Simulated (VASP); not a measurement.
# GeH8N2F6 (Fm-3m) in VASP: relaxation of cell and atoms with PBE+D3(BJ)

Aim: the relaxation of cell and atoms of GeH8N2F6 with PBE+D3(BJ).

Program: VASP 6.6.1. These are calculated values, not measurements. Logs are shortened: lines on timing, memory, paths and dates and some standing lists are left out, and cuts for length are marked.

### Step 1. The crystal as given

It takes space group Fm-3m (No. 225, cubic). The conventional cell has a = 8.460 Å, b = 8.460 Å, c = 8.460 Å, α = 90.00°, β = 90.00°, γ = 90.00°. Ge (site symmetry m-3m) is surrounded by 6 F at 1.80 Å. F (site symmetry 4mm) has 1 Ge at 1.80 Å as nearest neighbours. Around N (site symmetry -43m) lie 4 H at 1.03 Å. H (site symmetry 3m) has 1 N at 1.03 Å as nearest neighbours.

The cell comes from a database or a generator and needn't be the stable form of this composition.

### Step 2. Relaxation of cell and atoms, PBE+D3(BJ)

Input file INCAR:

```
ALGO = Normal
EDIFF = 1E-6
EDIFFG = -0.02
ENCUT = 600
GGA = PE
IBRION = 2
ISIF = 3
ISMEAR = 0
IVDW = 12
LASPH = True
LCHARG = False
LREAL = False
LWAVE = False
NELM = 80
NSW = 40
PREC = Accurate
SIGMA = 0.05
```

Input file KPOINTS:

```
k-points
0
Gamma
  4 4 4
```

Input file POSCAR:

```
GeH8N2F6
1.0
    0.0000000000      4.2300000000      4.2300000000
    4.2300000000      0.0000000000      4.2300000000
    4.2300000000      4.2300000000      0.0000000000
Ge F N H
1 6 2 8
Direct
    0.0000000000      0.0000000000      0.0000000000
    0.7872340426      0.2127659574      0.2127659574
    0.2127659574      0.7872340426      0.7872340426
    0.2127659574      0.7872340426      0.2127659574
    0.7872340426      0.2127659574      0.7872340426
    0.2127659574      0.2127659574      0.7872340426
    0.7872340426      0.7872340426      0.2127659574
    0.2500000000      0.2500000000      0.2500000000
    0.7500000000      0.7500000000      0.7500000000
    0.3202920541      0.3202920541      0.3202920541
    0.6797079459      0.6797079459      0.6797079459
    0.0391238378      0.3202920541      0.3202920541
    0.9608761622      0.6797079459      0.6797079459
    0.3202920541      0.0391238378      0.3202920541
    0.6797079459      0.9608761622      0.6797079459
    0.3202920541      0.3202920541      0.0391238378
    0.6797079459      0.6797079459      0.9608761622
```

Potentials or basis: VASP PAW PBE potentials, release 64 (Ge_d, F, N, H).

Run with:

```
$ cat potpaw_PBE.64/Ge_d/POTCAR potpaw_PBE.64/F/POTCAR potpaw_PBE.64/N/POTCAR potpaw_PBE.64/H/POTCAR > POTCAR
$ mpirun -np 1 vasp_std > vasp.out
```

OUTCAR:

```text
EDIFF = 1E-6
   EDIFFG = -0.02
   ENCUT = 600
   GGA = PE
   IBRION = 2
   ISIF = 3
   ISMEAR = 0
   IVDW = 12
   LASPH = True
   LREAL = False
   NELM = 80
   NSW = 40
   PREC = Accurate
 IVDW          = 12

 ion  position               nearest neighbor table
   1  0.000  0.000  0.000-   2 1.80   3 1.80   4 1.80   5 1.80   6 1.80   7 1.80
   2  0.787  0.213  0.213-   1 1.80
   3  0.213  0.787  0.787-   1 1.80
   4  0.213  0.787  0.213-   1 1.80
   5  0.787  0.213  0.787-   1 1.80
   6  0.213  0.213  0.787-   1 1.80
   7  0.787  0.787  0.213-   1 1.80
   8  0.250  0.250  0.250-  12 1.03  14 1.03  16 1.03  10 1.03
   9  0.750  0.750  0.750-  13 1.03  15 1.03  17 1.03  11 1.03
  10  0.320  0.320  0.320-   8 1.03
  11  0.680  0.680  0.680-   9 1.03
  12  0.039  0.320  0.320-   8 1.03
  13  0.961  0.680  0.680-   9 1.03
  14  0.320  0.039  0.320-   8 1.03
  15  0.680  0.961  0.680-   9 1.03
  16  0.320  0.320  0.039-   8 1.03
  17  0.680  0.680  0.961-   9 1.03

  LATTYP: Found a face centered cubic cell.
 ALAT       =     8.4600000000

  Lattice vectors:

 A1 = (   0.0000000000,   4.2300000000,   4.2300000000)
 A2 = (   4.2300000000,   0.0000000000,   4.2300000000)
 A3 = (   4.2300000000,   4.2300000000,   0.0000000000)

Analysis of symmetry for initial positions (statically):
=====================================================================
 Subroutine PRICEL returns:
 Original cell was already a primitive cell.

 Routine SETGRP: Setting up the symmetry group for a
 face centered cubic supercell.

 Subroutine GETGRP returns: Found 48 space group operations
 (whereof 48 operations were pure point group operations)
 out of a pool of 48 trial point group operations.

The static configuration has the point symmetry O_h .

Analysis of symmetry for dynamics (positions and initial velocities):
=====================================================================
 Subroutine PRICEL returns:
 Original cell was already a primitive cell.

 Routine SETGRP: Setting up the symmetry group for a
 face centered cubic supercell.

 Subroutine GETGRP returns: Found 48 space group operations
 (whereof 48 operations were pure point group operations)
 out of a pool of 48 trial point group operations.

The dynamic configuration has the point symmetry O_h .

 Subroutine INISYM returns: Found 48 space group operations
 (whereof 48 operations are pure point group operations),
 and found     1 'primitive' translations

----------------------------------------------------------------------------------------

                                     Primitive cell

  volume of cell :     151.3739

  direct lattice vectors                    reciprocal lattice vectors
     0.000000000  4.230000000  4.230000000    -0.118203310  0.118203310  0.118203310
     4.230000000  0.000000000  4.230000000     0.118203310 -0.118203310  0.118203310
     4.230000000  4.230000000  0.000000000     0.118203310  0.118203310 -0.118203310

  length of vectors
     5.982123369  5.982123369  5.982123369     0.204734138  0.204734138  0.204734138

  position of ions in fractional coordinates (direct lattice)
     0.000000000  0.000000000  0.000000000
     0.787234043  0.212765957  0.212765957
     0.212765957  0.787234043  0.787234043
     0.212765957  0.787234043  0.212765957
     0.787234043  0.212765957  0.787234043
     0.212765957  0.212765957  0.787234043
[... 9 lines left out ...]
     0.320292054  0.320292054  0.039123838
     0.679707946  0.679707946  0.960876162

  ion indices of the primitive-cell ions
   primitive index   ion index
                 1           1
                 2           2
                 3           3
                 4           4
                 5           5
                 6           6
[... 9 lines left out ...]
                16          16
                17          17

----------------------------------------------------------------------------------------

 KPOINTS: k-points

Automatic generation of k-mesh.
 Grid dimensions read from file:
 generate k-points for:    4    4    4

 Generating k-lattice:

  Cartesian coordinates                     Fractional coordinates (reciprocal lattice)
    -0.029550827  0.029550827  0.029550827     0.250000000  0.000000000  0.000000000
     0.029550827 -0.029550827  0.029550827     0.000000000  0.250000000  0.000000000
     0.029550827  0.029550827 -0.029550827     0.000000000  0.000000000  0.250000000

  Length of vectors
     0.051183535  0.051183535  0.051183535

  Shift w.r.t. Gamma in fractional coordinates (k-lattice)
     0.000000000  0.000000000  0.000000000

 Subroutine IBZKPT returns following result:
 ===========================================

 Found      8 irreducible k-points:

 Following reciprocal coordinates:
            Coordinates               Weight
  0.000000  0.000000  0.000000      1.000000
  0.250000  0.000000  0.000000      8.000000
  0.500000  0.000000  0.000000      4.000000
  0.250000  0.250000  0.000000      6.000000
  0.500000  0.250000  0.000000     24.000000
 -0.250000  0.250000  0.000000     12.000000
  0.500000  0.500000  0.000000      3.000000
 -0.250000  0.500000  0.250000      6.000000
   k-points           NKPTS =      8   k-points in BZ     NKDIM =      8   number of bands    NBANDS=     46
   number of dos      NEDOS =    301   number of ions     NIONS =     17
   total plane-waves  NPLWV = 110592
   dimension x,y,z NGX =    48 NGY =   48 NGZ =   48
   dimension x,y,z NGXF=    96 NGYF=   96 NGZF=   96
   ions per type =               1   6   2   8
   NGX,Y,Z   is equivalent  to a cutoff of  13.34, 13.34, 13.34 a.u.
   NGXF,Y,Z  is equivalent  to a cutoff of  26.68, 26.68, 26.68 a.u.
 SYSTEM =  unknown system
   PREC   = accura    normal or accurate (medium, high low for compatibility)
   ISTART =      0    job   : 0-new  1-cont  2-samecut
   ICHARG =      2    charge: 1-file 2-atom 10-const
   ISPIN  =      1    spin polarized calculation?
   LNONCOLLINEAR =      F non collinear calculations
   LSORBIT =      F    spin-orbit coupling
   LASPH  =      T    aspherical Exc in radial PAW
   ENCUT  =  600.0 eV  44.10 Ry    6.64 a.u.  11.95 11.95 11.95*2*pi/ulx,y,z
   NELM   =     80;   NELMIN=  2; NELMDL= -5     # of ELM steps
   EDIFF  = 0.1E-05   stopping-criterion for ELM
   LREAL  =      F    real-space projection
   EDIFFG = -.2E-01   stopping-criterion for IOM
   NSW    =     40    number of steps for IOM
   IBRION =      2    ionic relax: 0-MD 1-quasi-New 2-CG
   NFREE  =      1    steps in history (QN), initial steepest desc. (CG)
   ISIF   =      3    stress and relaxation
   ISYM   =      2    0-nonsym 1-usesym 2-fastsym
   POTIM  = 0.5000    time-step for ionic-motion
   TEBEG  =    0.0;   TEEND  =   0.0 temperature during run
   PSTRESS=    0.0 pullay stress
   NELECT =      74.0000    total number of electrons
   NUPDOWN=      -1.0000    fix difference up-down
   EMIN   =  10.00;   EMAX   =-10.00  energy-range for DOS
   EFERMI =   0.00;   METHOD = LEGACY
   ISMEAR =     0;   SIGMA  =   0.05  broadening in eV -4-tet -1-fermi 0-gaus
   EFERMI_NEDOS =   21; number of points for ismear=-14 and -15
   IALGO  =     38    algorithm
   IMIX   =      4    mixing-type and parameters
     AMIX     =   0.40;   BMIX     =  1.00
     AMIX_MAG =   1.60;   BMIX_MAG =  1.00
  volume/ion in A,a.u.               =       8.90        60.09
  Fermi-wavevector in a.u.,A,eV,Ry     =   1.289640  2.437066 22.628807  1.663170
  Thomas-Fermi vector in A             =   2.421520
   LORBIT       =      0    0 simple, 1 ext, 2 COOP (PROOUT), +10 PAW based schemes
   GGA     = PE    functional components
   LHFCALC =     F    Hartree Fock is set to
   AEXX    =    0.0000 exact exchange contribution
   IVDW    =    12    specifies the selected vdW correction
   LEPSILON=     F    determine dielectric tensor
   LRPA    =     F    only Hartree local field effects (RPA)
 conjugate gradient relaxation of ions
 non-spin polarized calculation
 Gauss-broadening in eV      SIGMA  =   0.05
  energy-cutoff  :      600.00
  volume of cell :      151.37
 maximum number of plane-waves:      5092
   NGX = 23   NGY = 23   NGZ = 23

--------------------------------------- Ionic step        1  -------------------------------------------

 number of electron      73.9999997 magnetization

 Free energy of the ion-electron system (eV)
  ---------------------------------------------------
  ext. energy  EPLUGINS =         0.00000000
  ---------------------------------------------------
  free energy    TOTEN  =       -82.94350755 eV

  energy without entropy =      -82.94350755  energy(sigma->0) =      -82.94350755

------------------------ aborting loop because EDIFF is reached ----------------------------------------

 Edisp (eV)   -1.01864

 E8    (eV) :    -0.2620

  FORCE on cell =-STRESS in cart. coord.  units (eV):
  Direction    XX          YY          ZZ          XY          YZ          ZX
  --------------------------------------------------------------------------------------
  -------------------------------------------------------------------------------------
  Total       1.86866     1.86866     1.86866     0.00000    -0.00000    -0.00000
  in kB      19.77832    19.77832    19.77832     0.00000    -0.00000    -0.00000
  external pressure =       19.78 kB  Pullay stress =        0.00 kB
[... 142 lines left out ...]
  FREE ENERGIE OF THE ION-ELECTRON SYSTEM (eV)
  ---------------------------------------------------
  free  energy   TOTEN  =       -84.0650353799 eV

  energy  without entropy=      -84.0650353799  energy(sigma->0) =      -84.06503538

[... ionic steps 4 to 9 ...]

--------------------------------------- Ionic step       10  -------------------------------------------

 number of electron      73.9999988 magnetization

------------------------ aborting loop because EDIFF is reached ----------------------------------------

 Edisp (eV)   -1.09270

 E8    (eV) :    -0.2820
[... 99 lines left out ...]
  energy  without entropy=      -84.1205820833  energy(sigma->0) =      -84.12058208

--------------------------------------- Ionic step       12  -------------------------------------------

 number of electron      73.9999988 magnetization

 Free energy of the ion-electron system (eV)
  ---------------------------------------------------
  ext. energy  EPLUGINS =         0.00000000
  ---------------------------------------------------
  free energy    TOTEN  =       -83.03096383 eV

  energy without entropy =      -83.03096383  energy(sigma->0) =      -83.03096383

 E-fermi :  -2.0952     XC(G=0):  -9.0503

 val. band max:       -2.3170966210   @ k =   0.0000   0.0000   0.0000
 cond. band min:       3.3463889461   @ k =   0.0000   0.0000   0.0000
 fundamental gap:      5.6634855671
 Fermi energy:        -2.0951610450

 k-point     1 :       0.0000    0.0000    0.0000
  band No.  band energies     occupation
      1     -24.8646      2.00000
      2     -24.8646      2.00000
      3     -24.2081      2.00000
      4     -24.2081      2.00000
      5     -24.2081      2.00000
      6     -23.2867      2.00000
[... 429 lines left out ...]
  FREE ENERGIE OF THE ION-ELECTRON SYSTEM (eV)
  ---------------------------------------------------
  free  energy   TOTEN  =       -84.1223289884 eV

  energy  without entropy=      -84.1223289884  energy(sigma->0) =      -84.12232899

 reached required accuracy - stopping structural energy minimisation
```

Wall time 9.9 min (1 thread of Intel Xeon Platinum 8259CL at 2.50GHz (Skylake/Cascade Lake), shared host); peak memory 0.41 GiB.

What came out:

```yaml
Free_energy: -84.1223 eV
Relaxed_volume: 8.36 Å³/atom
Relaxed_cell: a = 5.858 Å, b = 5.858 Å, c = 5.858 Å, α = 60.00°, β = 60.00°, γ = 60.00°
Space_group_after_relaxing_to_0.05_Å: Fm-3m (No. 225)
Energy_gained_by_relaxing: 9.4 meV/atom
Ionic_steps: 12
Pressure_after_relaxing: 0.0 GPa
Band_gap_on_the_k_mesh: 5.66 eV, direct
Dispersion_energy_per_atom: -0.064 eV
```

Forces on the atoms (eV/Å):
```
Ge   0.000  0.000  0.000
F    0.002  0.000  0.000
F   -0.002  0.000  0.000
F    0.000  0.002  0.000
F    0.000 -0.002  0.000
F    0.000  0.000  0.002
F    0.000  0.000 -0.002
N    0.000  0.000  0.000
N    0.000  0.000  0.000
H   -0.001 -0.001 -0.001
H    0.001  0.001  0.001
H   -0.001  0.001  0.001
H    0.001 -0.001 -0.001
H    0.001 -0.001  0.001
H   -0.001  0.001 -0.001
H    0.001  0.001 -0.001
H   -0.001 -0.001  0.001
```

The path:
| step | energy change (eV) | largest force (eV/Å) | pressure (GPa) | volume (Å³) |
| --- | --- | --- | --- | --- |
| 1 | 0.0000 | 0.9862 | 1.98 | 151.37 |
| 2 | -0.0821 | 0.2958 | -3.01 | 153.79 |
| 3 | -0.1029 | 0.1107 | -1.56 | 153.01 |
| 4 | -0.1127 | 0.2528 | -0.44 | 151.39 |
| 5 | -0.1130 | 0.1983 | -0.60 | 151.62 |
| 6 | -0.1258 | 0.1721 | -0.53 | 150.15 |
| 7 | -0.1524 | 0.0971 | -0.20 | 145.78 |
| 8 | -0.1452 | 0.0401 | 0.85 | 137.31 |
| 9 | -0.1599 | 0.0501 | 0.19 | 142.35 |
| 10 | -0.1599 | 0.0438 | 0.23 | 141.98 |
| 11 | -0.1584 | 0.1205 | -0.55 | 142.60 |
| 12 | -0.1602 | 0.0023 | 0.00 | 142.15 |

Final structure:
```
Ge F N H
1.0
     0.00000    4.14227    4.14227
     4.14227    0.00000    4.14227
     4.14227    4.14227    0.00000
Ge F N H
1 6 2 8
Direct
  0.00000 0.00000 0.00000
  0.77808 0.22192 0.22192
  0.22192 0.77808 0.77808
  0.22192 0.77808 0.22192
  0.77808 0.22192 0.77808
  0.22192 0.22192 0.77808
  0.77808 0.77808 0.22192
  0.25000 0.25000 0.25000
  0.75000 0.75000 0.75000
  0.32165 0.32165 0.32165
  0.67835 0.67835 0.67835
  0.03506 0.32165 0.32165
  0.96494 0.67835 0.67835
  0.32165 0.03506 0.32165
  0.67835 0.96494 0.67835
  0.32165 0.32165 0.03506
  0.67835 0.67835 0.96494
```

PBE gaps usually lie below the measured ones, often by a third to a half.
